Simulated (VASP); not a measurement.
# GaGe3 under changes of volume

One of the cells (19.819 Å³/atom); the others are scaled copies at fixed shape and fractional positions:

```
Ge Ga
1.0
     0.00000    3.40960    3.40960
     3.40960    0.00000    3.40960
     3.40960    3.40960    0.00000
Ge Ga
3 1
Cartesian
  3.4096 3.4096 3.4096
  5.1144 5.1144 5.1144
  1.7048 1.7048 1.7048
  0.0000 0.0000 0.0000
```

The cell comes from a database or a generator and needn't be the stable form of this composition.

* Program: VASP 6.6.1
* Functional: PBEsol
* Potentials or basis: VASP PAW PBE potentials, release 64 (Ge_d, Ga_d)
* Cutoff: 520 eV
* k mesh: 7 × 7 × 7
* Occupations: fermi-dirac, width 0.05 eV
* Spin: no spin polarisation

```tsv
volume (Å³/atom)	energy over the lowest point (meV/atom)	pressure (GPa)
18.264	0.00	0.2
18.653	1.44	-1.4
19.042	?	?
19.819	25.15	-4.9
20.208	38.24	-5.9
20.596	53.43	-6.7
```

What does the run at 19.042 Å³/atom give?

Energy over the lowest point 6.39 meV/atom; pressure -2.7 GPa.

Worked out: A Birch-Murnaghan fit of order 3 (a polynomial in V^(-2/3)) to the other rows has its minimum at 18.31 Å³/atom with B0 = V·E''(V) = 76 GPa and B' = 5.0. It gives 6.39 meV/atom at 19.042 Å³/atom, against the run's 6.39, and -dE/dV = -2.7 GPa, against -2.7.

Energies are extrapolated to zero smearing.

Caveats: the PAW data sets were made with another functional, which shifts forces and pressure a little.
